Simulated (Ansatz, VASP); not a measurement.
# Cross-check of SnSe2 between VASP and Ansatz, part 2 of 2

One calculation is typed for both programs; each brings its own data sets. How far apart do they land? The cell is taken from a series of runs on this material, whose earlier steps may have relaxed, scaled, displaced or heated it; both programs get it as it stands.

VASP 6.6.1 and Ansatz 0.2.0.

So far: Set-up; Ansatz: zone-centre phonons, LDA.

**3. VASP: zone-centre phonons, LDA**

Level of this step: LDA; plane waves and PAW (Sn_d, Se) (VASP).

The same cell, functional (in two slightly different forms) and mesh now go to VASP, with its own data sets.

Lines of VASP's logs that name or quote its potential files are left out, and so is its time.

Input file INCAR:

```
SYSTEM = SnSe2
PREC = Accurate
ENCUT = 500
EDIFF = 1E-08
NELM = 120
ISMEAR = 0
SIGMA = 0.01
LREAL = .FALSE.
ALGO = Normal
GGA = CA
NBANDS = 19
LORBIT = 11
LWAVE = .FALSE.
LCHARG = .FALSE.
ISIF = 2
IBRION = 8
LASPH = .TRUE.
GGA_COMPAT = .FALSE.
EFERMI = MIDGAP
KPAR = 2
```

Input file POSCAR:

```
SnSe2
1.0
    3.8001186668      0.0000000000      0.0000000000
   -1.9000593334      3.2909993028      0.0000000000
    0.0000000000      0.0000000000      5.8927623395
Sn Se
1 2
Direct
    0.0000000000      0.0000000000      0.0000000000
    0.3333333333      0.6666666667      0.2674899698
    0.6666666667      0.3333333333      0.7325100302
```

Input file KPOINTS:

```
Automatic mesh
0
Gamma
9 9 6
0 0 0
```

PAW data sets: Sn_d and Se (LDA family, release 64).

Command:

```bash
mpirun -np 2 vasp_std
```

Numbers of over 12 decimals in the logs are rounded to 6 here.

The program printed:

```text
[banner, memory and clock lines left out]
running    2 mpi-ranks, on    1 nodes
 distrk:  each k-point on    1 cores,    2 groups
 distr:  one band on    1 cores,    1 groups

 POSCAR found type information on POSCAR SnSe
 POSCAR found :  2 types and       3 ions
 LDA part: xc-table for (Slater(with rela. corr.)+CA(PZ))
 , standard interpolation
 POSCAR, INCAR and KPOINTS ok, starting setup
 FFT: planning ... GRIDC
 FFT: planning ... GRID_SOFT
 FFT: planning ... GRID
 WAVECAR not read
 entering main loop
       N       E                     dE             d eps       ncg     rms          rms(c)
DAV:   1     0.199998308285E+03    0.20000E+03   -0.12009E+04  2391   0.155E+03
DAV:   2     0.893198831476E+01   -0.19107E+03   -0.18509E+03  2526   0.391E+02
DAV:   3    -0.132473366488E+02   -0.22179E+02   -0.21577E+02  2875   0.116E+02
DAV:   4    -0.140621903260E+02   -0.81485E+00   -0.81268E+00  2784   0.227E+01
DAV:   5    -0.140804745827E+02   -0.18284E-01   -0.18283E-01  3161   0.367E+00    0.531E+00
DAV:   6    -0.138276859484E+02    0.25279E+00   -0.49109E-01  3475   0.750E+00    0.338E+00
DAV:   7    -0.137966889378E+02    0.30997E-01   -0.14092E-01  2675   0.235E+00    0.962E-01
DAV:   8    -0.137935710171E+02    0.31179E-02   -0.98837E-03  3018   0.968E-01    0.269E-01
DAV:   9    -0.137933326167E+02    0.23840E-03   -0.11227E-03  2596   0.239E-01    0.791E-02
DAV:  10    -0.137933313425E+02    0.12742E-05   -0.90204E-05  2751   0.633E-02    0.288E-02
DAV:  11    -0.137933331282E+02   -0.17857E-05   -0.10311E-05  2541   0.195E-02    0.460E-03
DAV:  12    -0.137933328714E+02    0.25683E-06   -0.91072E-07  2940   0.643E-03    0.414E-03
DAV:  13    -0.137933329319E+02   -0.60502E-07   -0.25632E-07  2632   0.409E-03    0.142E-03
DAV:  14    -0.137933329206E+02    0.11322E-07   -0.42101E-08  2559   0.127E-03    0.421E-04
DAV:  15    -0.137933329209E+02   -0.34152E-09   -0.35776E-09  1304   0.419E-04
   1 F= -.13793333E+02 E0= -.13793333E+02  d E =-.238798E-53
 Linear response reoptimize wavefunctions to high precision
DAV:   1    -0.137933329210E+02   -0.56843E-10   -0.43257E-10  1482   0.177E-04
 Linear response DOF=           4
 Linear response progress:
  Degree of freedom:   1/  4
       N       E                     dE             d eps       ncg     rms          rms(c)
RMM:   1    -0.211958724168E+00   -0.21196E+00    0.85615E-01  6376   0.135E+01
RMM:   2    -0.217520899563E+00   -0.55622E-02   -0.13528E-02  9555   0.911E-01    0.687E-02
RMM:   3    -0.217456502366E+00    0.64397E-04   -0.10420E-03 10304   0.232E-01    0.366E-02
RMM:   4    -0.217242649281E+00    0.21385E-03   -0.74166E-05 10653   0.681E-02    0.153E-02
RMM:   5    -0.217171095482E+00    0.71554E-04   -0.97242E-06 10667   0.235E-02    0.538E-03
RMM:   6    -0.217173878357E+00   -0.27829E-05   -0.96112E-07 11108   0.789E-03    0.193E-03
RMM:   7    -0.217179779366E+00   -0.59010E-05   -0.11109E-07 11319   0.280E-03    0.215E-04
RMM:   8    -0.217179254333E+00    0.52503E-06   -0.20001E-08 11013   0.110E-03    0.700E-05
RMM:   9    -0.217179313589E+00   -0.59256E-07    0.76533E-08 11468   0.484E-04    0.298E-05
RMM:  10    -0.217179125318E+00    0.18827E-06    0.76024E-08 11662   0.226E-04    0.185E-05
RMM:  11    -0.217179173306E+00   -0.47988E-07    0.55902E-08 11409   0.119E-04    0.628E-06
RMM:  12    -0.217179115545E+00    0.57761E-07    0.24610E-08 11228   0.661E-05    0.215E-06
RMM:  13    -0.217179082199E+00    0.33347E-07    0.21122E-08 11268   0.409E-05    0.131E-06
RMM:  14    -0.217179063109E+00    0.19090E-07    0.90254E-09 10359   0.281E-05    0.171E-07
RMM:  15    -0.217179062608E+00    0.50142E-09    0.45307E-09  7446   0.210E-05    0.144E-07
 first order change of Fermi-energy   0.16025E-04
 force on displaced ion       1 direction 1 :  -5.325   0.000   0.000
 Linear response progress:
  Degree of freedom:   2/  4
       N       E                     dE             d eps       ncg     rms          rms(c)
RMM:   1    -0.226455891452E+00   -0.22646E+00    0.89427E-01  2893   0.139E+01
RMM:   2    -0.230815635577E+00   -0.43597E-02   -0.14710E-02  4237   0.900E-01    0.117E-01
RMM:   3    -0.230010878540E+00    0.80476E-03   -0.12047E-03  4441   0.247E-01    0.668E-02
RMM:   4    -0.229454339901E+00    0.55654E-03   -0.21270E-04  4584   0.929E-02    0.302E-02
RMM:   5    -0.229199676916E+00    0.25466E-03   -0.98739E-05  4585   0.499E-02    0.805E-03
RMM:   6    -0.229210789808E+00   -0.11113E-04   -0.82174E-06  4926   0.161E-02    0.181E-03
RMM:   7    -0.229233755943E+00   -0.22966E-04   -0.91504E-06  4731   0.587E-03    0.108E-03
RMM:   8    -0.229235035703E+00   -0.12798E-05   -0.42206E-06  4840   0.223E-03    0.206E-04
RMM:   9    -0.229236185553E+00   -0.11499E-05   -0.23790E-06  5044   0.818E-04    0.782E-05
RMM:  10    -0.229236571487E+00   -0.38593E-06   -0.22572E-06  5137   0.324E-04    0.335E-05
RMM:  11    -0.229236826346E+00   -0.25486E-06   -0.10027E-06  4886   0.138E-04    0.794E-06
RMM:  12    -0.229236716344E+00    0.11000E-06   -0.74731E-07  5108   0.659E-05    0.436E-06
RMM:  13    -0.229236701194E+00    0.15150E-07   -0.30317E-07  4982   0.376E-05    0.870E-07
RMM:  14    -0.229236682490E+00    0.18704E-07   -0.41819E-08  4848   0.271E-05    0.776E-07
RMM:  15    -0.229236674771E+00    0.77190E-08   -0.35914E-08  3490   0.231E-05    0.301E-07
 first order change of Fermi-energy   0.11533E-03
 force on displaced ion       1 direction 3 :   0.000  -0.000 -14.726
 Linear response progress:
  Degree of freedom:   3/  4
       N       E                     dE             d eps       ncg     rms          rms(c)
RMM:   1    -0.805851726658E-01   -0.80585E-01    0.60469E-02 21094   0.145E+00
RMM:   2    -0.799283364964E-01    0.65684E-03   -0.18779E-03 15789   0.275E-01    0.825E-02
RMM:   3    -0.801218557968E-01   -0.19352E-03   -0.23371E-04 17690   0.812E-02    0.421E-02
RMM:   4    -0.803563198399E-01   -0.23446E-03   -0.50476E-05 17760   0.446E-02    0.672E-03
RMM:   5    -0.803657915826E-01   -0.94717E-05   -0.24823E-06 18405   0.105E-02    0.288E-03
RMM:   6    -0.803591571316E-01    0.66345E-05   -0.31011E-07 18450   0.275E-03    0.117E-03
RMM:   7    -0.803594099693E-01   -0.25284E-06   -0.29037E-08 19508   0.920E-04    0.220E-04
RMM:   8    -0.803599361875E-01   -0.52622E-06    0.98331E-07 18278   0.286E-04    0.740E-05
RMM:   9    -0.803596730083E-01    0.26318E-06    0.43449E-07 19993   0.935E-05    0.944E-06
RMM:  10    -0.803596754807E-01   -0.24724E-08   -0.28678E-08 19362   0.315E-05    0.287E-06
 first order change of Fermi-energy  -0.19530E-04
 force on displaced ion       2 direction 1 :  -3.707  -0.001  -0.000
 Linear response progress:
  Degree of freedom:   4/  4
       N       E                     dE             d eps       ncg     rms          rms(c)
RMM:   1    -0.996285906450E-01   -0.99629E-01    0.64496E-02  5212   0.155E+00
RMM:   2    -0.974102558398E-01    0.22183E-02   -0.23255E-03  4160   0.260E-01    0.947E-02
RMM:   3    -0.972803136688E-01    0.12994E-03   -0.27543E-04  4488   0.826E-02    0.447E-02
RMM:   4    -0.972702759390E-01    0.10038E-04   -0.27166E-05  4560   0.396E-02    0.197E-02
RMM:   5    -0.972897613789E-01   -0.19485E-04   -0.91214E-06  4526   0.210E-02    0.536E-03
RMM:   6    -0.972895777065E-01    0.18367E-06   -0.11596E-06  4500   0.639E-03    0.125E-03
RMM:   7    -0.972902789437E-01   -0.70124E-06   -0.44655E-08  4680   0.148E-03    0.431E-04
RMM:   8    -0.972903373758E-01   -0.58432E-07    0.23953E-07  4404   0.591E-04    0.110E-04
RMM:   9    -0.972902762850E-01    0.61091E-07    0.11597E-07  4635   0.210E-04    0.334E-05
RMM:  10    -0.972902122944E-01    0.63991E-07    0.10965E-07  4938   0.730E-05    0.877E-06
RMM:  11    -0.972902140168E-01   -0.17223E-08   -0.42573E-08  4911   0.275E-05    0.300E-06
 first order change of Fermi-energy  -0.45749E+00
 force on displaced ion       2 direction 3 :  -0.000   0.000  -8.508
 Linear response finished
```

From OUTCAR (step 3):

```text
ion  position               nearest neighbor table
   1  0.000  0.000  0.000-   2 2.70   3 2.70   2 2.70   3 2.70   3 2.70   2 2.70
   2  0.333  0.667  0.267-   1 2.70   1 2.70   1 2.70
   3  0.667  0.333  0.733-   1 2.70   1 2.70   1 2.70

  LATTYP: Found a hexagonal cell.
 ALAT       =     3.8001186668
 C/A-ratio  =     1.5506785067

 Subroutine GETGRP returns: Found 12 space group operations
 (whereof 12 operations were pure point group operations)

The static configuration has the point symmetry D_3d.

 Found     62 irreducible k-points:

   k-points           NKPTS =     62   k-points in BZ     NKDIM =     62   number of bands    NBANDS=     19

   dimension x,y,z NGX =    28 NGY =   28 NGZ =   48
   dimension x,y,z NGXF=    56 NGYF=   56 NGZF=   96

   ENCUT  =  500.0 eV  36.75 Ry    6.06 a.u.   6.93  6.93 10.74*2*pi/ulx,y,z

   NELECT =      26.0000    total number of electrons

 k-points in reciprocal lattice and weights: Automatic mesh
   0.00000000  0.00000000  0.00000000       0.002
   0.11111111  0.00000000  0.00000000       0.012
   0.22222222  0.00000000  0.00000000       0.012
   0.33333333 -0.00000000  0.00000000       0.012
   0.44444444  0.00000000  0.00000000       0.012
   0.11111111  0.11111111  0.00000000       0.012
   0.22222222  0.11111111  0.00000000       0.025
   0.33333333  0.11111111  0.00000000       0.025
   0.44444444  0.11111111  0.00000000       0.012
[...]
0.33333333  0.22222222  0.50000000       0.025
   0.33333333  0.33333333  0.50000000       0.004

 average (electrostatic) potential at core
       1-101.8598       2 -59.0609       3 -59.0609

  Total        0.0922357      0.0922357      0.1012351      0.0000000      0.0000000     -0.0000000
  in kB        2.0052377      2.0052377      2.2008869      0.0000000      0.0000000     -0.0000000
  external PRESSURE =       2.0704541 kB  Pullay stress =       0.0000000 kB

  energy-cutoff  :      500.00
  volume of cell :       73.70
      direct lattice vectors                 reciprocal lattice vectors
     3.800118667  0.000000000  0.000000000     0.263149677  0.151929537  0.000000000
    -1.900059333  3.290999303  0.000000000     0.000000000  0.303859074  0.000000000
     0.000000000  0.000000000  5.892762339     0.000000000  0.000000000  0.169699700

 POSITION                                       TOTAL-FORCE (eV/Angst)
 -----------------------------------------------------------------------------------
      0.00000      0.00000      0.00000        -0.000000      0.000000      0.000000
     -0.00000      2.19400      1.57625        -0.000000     -0.000000      0.028081
      1.90006      1.09700      4.31651         0.000000      0.000000     -0.028081
 -----------------------------------------------------------------------------------
    total drift:                               -0.000000      0.000000      0.000000

 Eigenvectors and eigenvalues of the dynamical matrix
 ----------------------------------------------------

   1 f  =    7.293649 THz    45.827349 2PiTHz  243.289945 cm-1    30.164095 meV
             X         Y         Z           dx          dy          dz
      0.000000  0.000000  0.000000     0.000000    0.000000   -0.754927
     -0.000000  2.194000  1.576255     0.000000    0.000000    0.463727
      1.900059  1.097000  4.316508    -0.000000   -0.000000    0.463727

   2 f  =    5.457730 THz    34.291930 2PiTHz  182.050283 cm-1    22.571348 meV
             X         Y         Z           dx          dy          dz
      0.000000  0.000000  0.000000     0.000000    0.000000   -0.000000
     -0.000000  2.194000  1.576255     0.000000    0.000000    0.707107
      1.900059  1.097000  4.316508    -0.000000   -0.000000   -0.707107

   3 f  =    4.386927 THz    27.563875 2PiTHz  146.332131 cm-1    18.142864 meV
             X         Y         Z           dx          dy          dz
      0.000000  0.000000  0.000000     0.754775   -0.000000    0.000000
     -0.000000  2.194000  1.576255    -0.463851    0.000000    0.000000
      1.900059  1.097000  4.316508    -0.463851    0.000000    0.000000

   4 f  =    4.386927 THz    27.563875 2PiTHz  146.332131 cm-1    18.142864 meV
             X         Y         Z           dx          dy          dz
      0.000000  0.000000  0.000000     0.000000    0.754775    0.000000
     -0.000000  2.194000  1.576255    -0.000000   -0.463851   -0.000000
      1.900059  1.097000  4.316508    -0.000000   -0.463851    0.000000

   5 f  =    3.829498 THz    24.061445 2PiTHz  127.738303 cm-1    15.837524 meV
             X         Y         Z           dx          dy          dz
      0.000000  0.000000  0.000000    -0.000000   -0.000000   -0.000000
     -0.000000  2.194000  1.576255    -0.707107    0.000000   -0.000000
      1.900059  1.097000  4.316508     0.707107   -0.000000   -0.000000

   6 f  =    3.829498 THz    24.061445 2PiTHz  127.738303 cm-1    15.837524 meV
             X         Y         Z           dx          dy          dz
      0.000000  0.000000  0.000000    -0.000000    0.000000   -0.000000
     -0.000000  2.194000  1.576255     0.000000    0.707107   -0.000000
      1.900059  1.097000  4.316508    -0.000000   -0.707107   -0.000000

   7 f/i=    0.005253 THz     0.033005 2PiTHz    0.175220 cm-1     0.021724 meV
             X         Y         Z           dx          dy          dz
      0.000000  0.000000  0.000000     0.647458    0.105414   -0.000000
     -0.000000  2.194000  1.576255     0.526770    0.085765   -0.000000
      1.900059  1.097000  4.316508     0.526770    0.085765   -0.000000

   8 f/i=    0.005253 THz     0.033005 2PiTHz    0.175220 cm-1     0.021724 meV
             X         Y         Z           dx          dy          dz
      0.000000  0.000000  0.000000     0.105414   -0.647458   -0.000000
     -0.000000  2.194000  1.576255     0.085765   -0.526770   -0.000000
      1.900059  1.097000  4.316508     0.085765   -0.526770   -0.000000

   9 f/i=    0.007040 THz     0.044235 2PiTHz    0.234834 cm-1     0.029116 meV
             X         Y         Z           dx          dy          dz
      0.000000  0.000000  0.000000    -0.000000    0.000000   -0.655809
     -0.000000  2.194000  1.576255    -0.000000    0.000000   -0.533814
      1.900059  1.097000  4.316508    -0.000000    0.000000   -0.533814

 ELASTIC MODULI CONTR FROM IONIC RELAXATION (kBar)
 Direction    XX          YY          ZZ          XY          YZ          ZX
 --------------------------------------------------------------------------------
 XX        -133.6714   -113.2677   -324.4586      0.0000     42.7192     -0.0000
 YY        -113.2677   -133.6714   -324.4586     -0.0000    -42.7192      0.0000
 ZZ        -324.4586   -324.4586   -852.6262     -0.0000      0.0000      0.0000
 XY           0.0000     -0.0000     -0.0000    -10.2019     -0.0000     56.0735
 YZ          42.7192    -42.7192      0.0000     -0.0000   -178.8823      0.0000
 ZX          -0.0000      0.0000      0.0000     56.0735      0.0000   -308.2024
 --------------------------------------------------------------------------------
```

**4. Differences**

Known differences besides the potentials themselves: the two LDA forms differ slightly; fixed occupations in Ansatz, narrow Gaussian smearing in VASP; the data sets hold 46 valence electrons in Ansatz (on its PAW soft_1 files) and 26 in VASP; the cutoff is 420 eV in Ansatz and 500 eV in VASP; VASP's log shows a relativistic correction to its local exchange, Ansatz's none. Total energies have different zeros and are not compared.

The two programs side by side:

```
                  quantity  Ansatz   VASP  difference
optical mode 1 to 2 (cm⁻¹)   126.8  127.7     -0.72 %
optical mode 3 to 4 (cm⁻¹)   145.0  146.3     -0.90 %
     optical mode 5 (cm⁻¹)   181.1  182.1     -0.54 %
     optical mode 6 (cm⁻¹)   241.9  243.3     -0.59 %
```

Modes are paired by rising frequency, not by their patterns, so a pair may set unlike modes beside each other; they are those without the splitting of longitudinal modes.

**5. Outcome**

```
r.m.s. difference of the optical zone-centre modes, each program's sorted by frequency (zone-centre phonons, LDA) : 1.2 cm⁻¹
difference in optical mode 3 to 4 (zone-centre phonons, LDA)                                                      : -0.9 %
```

**Reading.** The r.m.s. difference of the optical zone-centre modes, each program's sorted by frequency is 1.2 cm⁻¹ (zone-centre phonons, LDA). The data sets hold unlike numbers of valence electrons (46 in Ansatz and 26 in VASP), so part of the differences comes from the potentials. Among the rows given in per cent, the largest difference of the zone-centre phonons, LDA pair is in optical mode 3 to 4, -0.9 %. Such differences can come from data sets, numerical settings and the points named under the comparisons, not from the functional's error against experiment.

[Lines on the potential files, build, host, timing and source positions are cut from VASP's logs without a mark.]

[Logs are printed without paths, hosts, clocks, repeated set-up lines and the standing remarks that a program may print on its own settings, such as how far it seeks lower states.]

[Hosts, paths, dates, database ids (printed as entryN), source tags and the programs' standing remarks are cut or masked in the printed files.]
